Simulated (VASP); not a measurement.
A convergence study with VASP on V (bcc): a few settings are varied, all else stays as given below, so the limit is that of these other settings.

```yaml
crystal:
  lattice:
    - [-1.51500, 1.51500, 1.51500]
    - [1.51500, -1.51500, 1.51500]
    - [1.51500, 1.51500, -1.51500]
  atoms:
    - { symbol: V, position: [0.00000, 0.00000, 0.00000] }
```

Level of theory: PBE GGA, VASP's PBE PAW potentials (set 64) (plane waves; VASP 6.6.1). The last row used: 550 eV cut-off, 25×25×25 Γ-centred mesh, second-order Methfessel-Paxton smearing of 0.40 eV, potentials V_sv.

```json
[
 {"setting": "ISMEAR = -1, SIGMA = 0.01, 9×9×9 mesh", "E (eV/atom)": "-8.9731", "pressure (GPa)": "-5.88", "irreducible k-points": "35"},
 {"setting": "ISMEAR = -1, SIGMA = 0.1, 9×9×9 mesh", "E (eV/atom)": "-8.9825", "pressure (GPa)": "-5.11", "irreducible k-points": "35"},
 {"setting": "ISMEAR = 0, SIGMA = 0.01, 9×9×9 mesh", "E (eV/atom)": "-8.9731", "pressure (GPa)": "-5.99", "irreducible k-points": "35"},
 {"setting": "ISMEAR = 0, SIGMA = 0.1, 9×9×9 mesh", "E (eV/atom)": "-8.9754", "pressure (GPa)": "-5.58", "irreducible k-points": "35"},
 {"setting": "ISMEAR = 1, SIGMA = 0.01, 9×9×9 mesh", "E (eV/atom)": "-8.9730", "pressure (GPa)": "-6.01", "irreducible k-points": "35"},
 {"setting": "ISMEAR = 1, SIGMA = 0.2, 9×9×9 mesh", "E (eV/atom)": "-8.9773", "pressure (GPa)": "-5.56", "irreducible k-points": "35"},
 {"setting": "ISMEAR = 2, SIGMA = 0.05, 9×9×9 mesh", "E (eV/atom)": "-8.9728", "pressure (GPa)": "-5.90", "irreducible k-points": "35"},
 {"setting": "ISMEAR = 2, SIGMA = 0.2, 9×9×9 mesh", "E (eV/atom)": "-8.9758", "pressure (GPa)": "-5.62", "irreducible k-points": "35"},
 {"setting": "ISMEAR = -1, SIGMA = 0.01, 19×19×19 mesh", "E (eV/atom)": "-8.9844", "pressure (GPa)": "-5.55", "irreducible k-points": "220"},
 {"setting": "ISMEAR = -1, SIGMA = 0.2, 19×19×19 mesh", "E (eV/atom)": "-8.9929", "pressure (GPa)": "-4.08", "irreducible k-points": "220"},
 {"setting": "ISMEAR = 0, SIGMA = 0.01, 19×19×19 mesh", "E (eV/atom)": "-8.9844", "pressure (GPa)": "-5.54", "irreducible k-points": "220"},
 {"setting": "ISMEAR = 0, SIGMA = 0.2, 19×19×19 mesh", "E (eV/atom)": "-8.9844", "pressure (GPa)": "-5.23", "irreducible k-points": "220"},
 {"setting": "ISMEAR = 1, SIGMA = 0.01, 19×19×19 mesh", "E (eV/atom)": "-8.9844", "pressure (GPa)": "-5.53", "irreducible k-points": "220"},
 {"setting": "ISMEAR = 1, SIGMA = 0.4, 19×19×19 mesh", "E (eV/atom)": "-8.9836", "pressure (GPa)": "-5.40", "irreducible k-points": "220"},
 {"setting": "ISMEAR = 2, SIGMA = 0.05, 19×19×19 mesh", "E (eV/atom)": "-8.9843", "pressure (GPa)": "-5.56", "irreducible k-points": "220"},
 {"setting": "ISMEAR = 2, SIGMA = 0.4, 19×19×19 mesh", "E (eV/atom)": "-8.9835", "pressure (GPa)": "-5.44", "irreducible k-points": "220"},
 {"setting": "ISMEAR = -1, SIGMA = 0.05, 25×25×25 mesh", "E (eV/atom)": "-8.9842", "pressure (GPa)": "-5.39", "irreducible k-points": "455"},
 {"setting": "ISMEAR = -1, SIGMA = 0.2, 25×25×25 mesh", "E (eV/atom)": "-8.9929", "pressure (GPa)": "-4.08", "irreducible k-points": "455"},
 {"setting": "ISMEAR = 0, SIGMA = 0.05, 25×25×25 mesh", "E (eV/atom)": "-8.9842", "pressure (GPa)": "-5.49", "irreducible k-points": "455"},
 {"setting": "ISMEAR = 0, SIGMA = 0.2, 25×25×25 mesh", "E (eV/atom)": "-8.9843", "pressure (GPa)": "-5.23", "irreducible k-points": "455"},
 {"setting": "ISMEAR = 1, SIGMA = 0.05, 25×25×25 mesh", "E (eV/atom)": "-8.9841", "pressure (GPa)": "-5.49", "irreducible k-points": "455"},
 {"setting": "ISMEAR = 1, SIGMA = 0.4, 25×25×25 mesh", "E (eV/atom)": "-8.9834", "pressure (GPa)": "-5.40", "irreducible k-points": "455"},
 {"setting": "ISMEAR = 2, SIGMA = 0.1, 25×25×25 mesh", "E (eV/atom)": "-8.9843", "pressure (GPa)": "-5.53", "irreducible k-points": "455"},
 {"setting": "ISMEAR = 2, SIGMA = 0.4, 25×25×25 mesh", "E (eV/atom)": "-8.9832", "pressure (GPa)": "-5.43", "irreducible k-points": "455"}
]
```

Left out are rungs that failed or repeat a setting and relaxations that didn't move; long series are thinned to 24 rows.

The compound is V in the bcc structure. The cell was not relaxed at this level. The run is not spin-polarised, so no magnetic state was tried.
